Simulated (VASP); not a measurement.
A convergence study with VASP on FePt (L1_0): a few settings are varied, all else stays as given below, so the limit is that of these other settings. The cell's lengths are 1 % over those of the tabulated start and one atom is moved, so it is off equilibrium.

```yaml
crystal:
  lattice:
    - [2.74720, 0.00000, 0.00000]
    - [0.00000, 2.74720, 0.00000]
    - [0.00000, 0.00000, 3.74710]
  atoms:
    - { symbol: Fe, position: [0.00000, 0.00000, 0.00000], spin: 3.0 }
    - { symbol: Pt, position: [0.52206, 0.50000, 0.50000] }
```

Computed with PBE GGA, VASP's PBE PAW potentials (set 64) (plane waves; VASP). The last row used: 900 eV cut-off, 11×11×8 Γ-centred mesh, first-order Methfessel-Paxton smearing of 0.10 eV, potentials Fe Pt_pv.

Energies of different potentials or hybrids have different zeros.

```csv
setting,E (eV/atom),pressure (GPa),largest force (eV/Å),moment (μB),plane waves
"ENCUT = 300, POTCAR Fe Pt",-7.4045,-2.34,0.227,3.322,346
"ENCUT = 400, POTCAR Fe Pt",-7.3981,-2.09,0.229,3.320,528
"ENCUT = 520, POTCAR Fe Pt",-7.3981,-1.89,0.229,3.320,782
"ENCUT = 700, POTCAR Fe Pt",-7.3980,-1.84,0.229,3.320,1212
"ENCUT = 900, POTCAR Fe Pt",-7.3978,-1.84,0.229,3.320,1752
"ENCUT = 300, POTCAR Fe_pv Pt",-7.4136,-3.51,0.231,3.325,346
"ENCUT = 400, POTCAR Fe_pv Pt",-7.4117,-2.32,0.232,3.326,528
"ENCUT = 520, POTCAR Fe_pv Pt",-7.4115,-1.77,0.233,3.325,782
"ENCUT = 700, POTCAR Fe_pv Pt",-7.4116,-1.73,0.232,3.325,1212
"ENCUT = 900, POTCAR Fe_pv Pt",-7.4116,-1.67,0.232,3.325,1752
"ENCUT = 300, POTCAR Fe_sv Pt",[?],[?],[?],[?],346
"ENCUT = 400, POTCAR Fe_sv Pt",-7.4443,-5.44,0.234,3.331,528
"ENCUT = 520, POTCAR Fe_sv Pt",-7.4489,-3.01,0.234,3.333,782
"ENCUT = 700, POTCAR Fe_sv Pt",-7.4513,-2.10,0.232,3.333,1212
"ENCUT = 900, POTCAR Fe_sv Pt",-7.4513,-1.94,0.232,3.333,1752
"ENCUT = 300, POTCAR Fe Pt_pv",-7.3935,-3.99,0.231,3.319,346
"ENCUT = 400, POTCAR Fe Pt_pv",[?],[?],0.232,3.318,528
"ENCUT = 520, POTCAR Fe Pt_pv",-7.3903,-1.63,0.231,3.318,782
"ENCUT = 700, POTCAR Fe Pt_pv",-7.3899,-1.64,0.231,3.318,1212
"ENCUT = 900, POTCAR Fe Pt_pv",-7.3899,-1.48,0.231,3.318,1752
```

Problem. Some entries are withheld; supply them.

Solution. 
- ENCUT = 400, POTCAR Fe Pt_pv, E (eV/atom): -7.3915
- ENCUT = 400, POTCAR Fe Pt_pv, pressure (GPa): -3.20
- ENCUT = 300, POTCAR Fe_sv Pt, E (eV/atom): -6.7476
- ENCUT = 300, POTCAR Fe_sv Pt, pressure (GPa): -152.62
- ENCUT = 300, POTCAR Fe_sv Pt, largest force (eV/Å): 0.236
- ENCUT = 300, POTCAR Fe_sv Pt, moment (μB): 3.317

Left out are rungs that failed or repeat a setting and relaxations that didn't move; long series are thinned to 24 rows.

The compound is FePt in the L1_0 structure. The cell was not relaxed at this level, it is distorted from the ideal structure. The spin order is the one that the start imposed; others were not tried in this run.
